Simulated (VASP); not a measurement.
Energy against volume of CaF$_{2}$ (fluorite). Method: PBEsol GGA, VASP's PBE PAW potentials (set 64) (plane waves; VASP 6.6.1). Settings: 520 eV cut-off, 7×7×7 Γ-centred mesh, Gaussian smearing of 0.050 eV, potentials Ca_sv F.

```tsv
V (Å³/atom)	E (eV/atom)
12.523	-5.95038
12.923	-5.96245
13.323	-5.96677
13.723	-5.96453
```

Problem. Fit these four points and predict the energy of the run at 14.122 Å³/atom.

Solution. A cubic in V^(−2/3), the third-order Birch-Murnaghan form, passes through the four points with V0 = 13.38 Å³/atom and B0 = 86 GPa, and gives -5.9568 eV/atom there. The run gave -5.9567 eV/atom, +0.1 meV/atom from the fit; all five points give B0 = 86 GPa.

The compound is CaF2 in the fluorite structure. It was relaxed first.
